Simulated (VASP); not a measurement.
Data:

```
CELL_PARAMETERS angstrom
      0.00000     3.35527     3.35527
      3.35527     0.00000     3.35527
      3.35527     3.35527     0.00000
ATOMIC_POSITIONS crystal
  Sr 0.00000 0.00000 0.00000
  Te 0.50000 0.50000 0.50000
```

These are r2SCAN meta-GGA, VASP's PBE PAW potentials (set 64) (plane waves; VASP) values and carry that method's errors. Settings: 400 eV cut-off, 6×6×6 Γ-centred mesh, Gaussian smearing of 0.050 eV, potentials Sr_sv Te.

Unless said otherwise, spin-orbit coupling is left out, though it shifts the bands of the heavy elements here.

Question: What does the run give for the energy per atom (σ→0), band gap (on the k-mesh) with the smallest direct gap where there is one?

Answer: 
```yaml
band gap (on the k-mesh): 2.15 eV
smallest direct gap (on the k-mesh): 2.89 eV
energy per atom (σ→0): -22.297 eV/atom
```

Total energies compare only between runs with the same potentials, cut-off and functional.

The compound is SrTe in the rock salt structure. It was relaxed first. The start is the result of an earlier pass.
